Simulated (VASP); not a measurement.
An input for Quantum ESPRESSO's pw.x (written as the equivalent of a VASP run, and not itself run):

```
&CONTROL
  calculation = 'vc-relax'
  pseudo_dir = './pseudo'
  outdir = './out'
  tprnfor = .true.
  tstress = .true.
  nstep = 50
  forc_conv_thr = 0.00039
/
&SYSTEM
  ibrav = 0
  nat = 14
  ntyp = 2
  ecutwfc = 84
  occupations = 'smearing'
  smearing = 'fermi-dirac'
  degauss = 0.009996
  input_dft = 'pbe'
/
&ELECTRONS
  conv_thr = 7.3e-08
  electron_maxstep = 100
/
&IONS
/
&CELL
/
ATOMIC_SPECIES
  Si 28.085 Si.upf
  N 14.007 N.upf
CELL_PARAMETERS angstrom
     0.0000000    3.9970670    3.9970670
     3.9970670    0.0000000    3.9970670
     3.9970670    3.9970670    0.0000000
ATOMIC_POSITIONS crystal
  Si   0.1250000  0.1250000  0.1250000
  Si   0.6250000  0.1250000  0.1250000
  Si   0.1250000  0.6250000  0.1250000
  Si   0.1250000  0.1250000  0.6250000
  Si   0.7500000  0.7500000  0.7500000
  Si   0.5000000  0.5000000  0.5000000
  N    0.3626000  0.3626000  0.3626000
  N    0.9122000  0.3626000  0.3626000
  N    0.3626000  0.9122000  0.3626000
  N    0.3626000  0.3626000  0.9122000
  N    0.8874000  0.8874000  0.8874000
  N    0.3378000  0.8874000  0.8874000
  N    0.8874000  0.3378000  0.8874000
  N    0.8874000  0.8874000  0.3378000
K_POINTS automatic
  7 7 7 0 0 0
```

Task: Translate this input to VASP (INCAR, KPOINTS, POSCAR, choice of POTCAR).

Result: One answer among several that fit: 
KPOINTS:
```
Automatic mesh
0
gamma
7 7 7
```

### POSCAR
```
Si3N4
1
    0.0000000000     3.9970670000     3.9970670000
    3.9970670000     0.0000000000     3.9970670000
    3.9970670000     3.9970670000     0.0000000000
Si N
6 8
Direct
  0.1250000000   0.1250000000   0.1250000000
  0.6250000000   0.1250000000   0.1250000000
  0.1250000000   0.6250000000   0.1250000000
  0.1250000000   0.1250000000   0.6250000000
  0.7500000000   0.7500000000   0.7500000000
  0.5000000000   0.5000000000   0.5000000000
  0.3626000000   0.3626000000   0.3626000000
  0.9122000000   0.3626000000   0.3626000000
  0.3626000000   0.9122000000   0.3626000000
  0.3626000000   0.3626000000   0.9122000000
  0.8874000000   0.8874000000   0.8874000000
  0.3378000000   0.8874000000   0.8874000000
  0.8874000000   0.3378000000   0.8874000000
  0.8874000000   0.8874000000   0.3378000000
```

INCAR:
```
# general
SYSTEM=Si3N4
PREC  =Accurate
ENCUT =560
LREAL =Auto
LASPH =.TRUE.

# electronic loop
EDIFF =1E-6
NELM  =100
ALGO  =Normal

# smearing
ISMEAR=-1
SIGMA =0.136

# functional
GGA   =PE

# ions
IBRION=2
NSW   =50
ISIF  =3
EDIFFG=-0.01

# output
LWAVE =.FALSE.
LCHARG=.FALSE.
```

POTCAR, in this order: Si N (PBE.64 set). Program: vasp_std.

What does not carry over: the potentials are each code's own (VASP's PAW set, PseudoDojo norm-conserving files in pw.x), so ENCUT and ecutwfc are chosen apart and not converted; conv_thr bounds pw.x's estimated SCF error, while EDIFF bounds the energy change between steps; forc_conv_thr acts on force components and is met together with etot_conv_thr.

The structure was generated: Si3N4 was put into an ordered model structure, which need not be its known phase. This run relaxes it. Symmetry was kept, so distortions that lower it aren't found. The run is one of a series of settings (EDIFFG = -0.01, ENCUT = 560, IBRION = 2, ISIF = 3, NSW = 50 against the base run), some of them coarse on purpose.
